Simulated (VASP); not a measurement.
**CuI: band gap against strain**

CuI (zinc blende, F-43m, 26.159 Å³/atom and stress up to 0.08 GPa in the relaxed cell, cube axes along x, y and z) under an equal strain ε along all three axes. PBEsol in VASP (plane waves, PAW), 480 eV, 10×10×10 Γ-centred mesh, Gaussian smearing 0.05 eV; ions are relaxed, or left where forces stay under 0.02 eV/Å, within the symmetry of each cell. Against the start cell, which lies near the measured one, the relaxed cell differs by -5.5 % in volume; the values below rest on it. Gaps are the smallest on the run's k-mesh, which can miss an edge that lies off it, without spin-orbit coupling; in all rows the valence edge lies at Γ and the conduction edge at Γ.

Here s stands for strain and Eg for gap.

| strain (%) | gap (eV) |
|---|---|
| -3.00 | ? |
| -1.50 | 1.335 |
| -1.00 | 1.289 |
| -0.50 | 1.244 |
| 0.00 | 1.200 |
| 0.50 | 1.157 |
| 1.00 | 1.116 |
| 1.50 | 1.076 |

Task: Fit Eg against s with a straight line, and predict the withheld value at s = -3.00.

Result: Means: s 0, Eg 1.2024. About the means, the sum of products is -0.60500 and the sum of squares of s is 7.0000; the slope is their ratio. Least squares gives Eg = 1.2024 - 0.08643·s. Residuals (row less fit): 0.0030, 0.0002, -0.0016, -0.0024, -0.0022, 0.0000, 0.0032; standard error 0.0025 (degrees of freedom: 5). Over these rows the gap moves by -8.64 ± 0.10 eV per unit strain, or -2.9 eV per unit of ln V. At the withheld row, Eg = 1.2024 - 0.08643 × (-3.0) = 1.4617 eV. The calculation gives 1.482 eV, 0.0203 eV above the prediction (5.0 % of the range of Eg in the table). The row lies outside the fitted rows, so this is an extrapolation. From the scatter of the fitted rows alone, a prediction at this place has a standard error of 0.0040 eV, so the miss is 5.1 times that.

A polynomial of degree 2 through the 12 other runs of the series gives 1.482 there, so most of the miss is curvature that the fit leaves out. Other structures, which can take over under pressure, weren't tried. Spin-orbit coupling is left out, which can shift this property for CuI. Rows are the converged runs of the series near zero and its far end, less any whose ions stayed unrelaxed beside relaxed ones; series whose fitted rows scatter by over a few per cent of the range, as at a crossing or softening among them, aren't shown in this form. Most that stay on the fit to the last digits aren't either.
